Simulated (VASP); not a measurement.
Data:

```xyz
4
Lattice="1.6623 -5.1282 0.0000 1.6623 5.1282 0.0000 0.0000 0.0000 4.4101" Properties=species:S:1:pos:R:3 pbc="T T T"
P      1.6623     4.0851     4.0546
P      1.6623     1.0431     1.8496
P      1.6623    -1.0431     2.5605
P      1.6862    -4.0851     0.3555
```

Level of theory: PBE GGA, VASP's PBE PAW potentials (set 64) (plane waves; VASP 6.6.1). Numerical set-up: LASPH = .FALSE., 400 eV cut-off, 6×6×5 Γ-centred mesh, Gaussian smearing of 0.050 eV, potentials P.

Q: Estimate the energy per atom (σ→0), pressure, largest force, band gap (on the k-mesh) with the smallest direct gap where there is one.

A: 
```json
{
  "band gap (on the k-mesh)": "none (metal, semimetal or under 0.01 eV)",
  "energy per atom (σ→0)": "-5.351 eV/atom",
  "pressure": "26.7 kbar",
  "largest_force": "0.490 eV/Å"
}
```

The absolute energy has meaning only against runs of the same code, potentials and settings.

The compound is P in the black structure. The cell was not relaxed at this level, atoms are displaced from their ideal sites. The k-mesh is coarse (spacing up to 0.33 per Å, 2π included), so the numbers may not be converged in it. The run is one of a series of settings (LASPH = .FALSE. against the base run), some of them coarse on purpose.
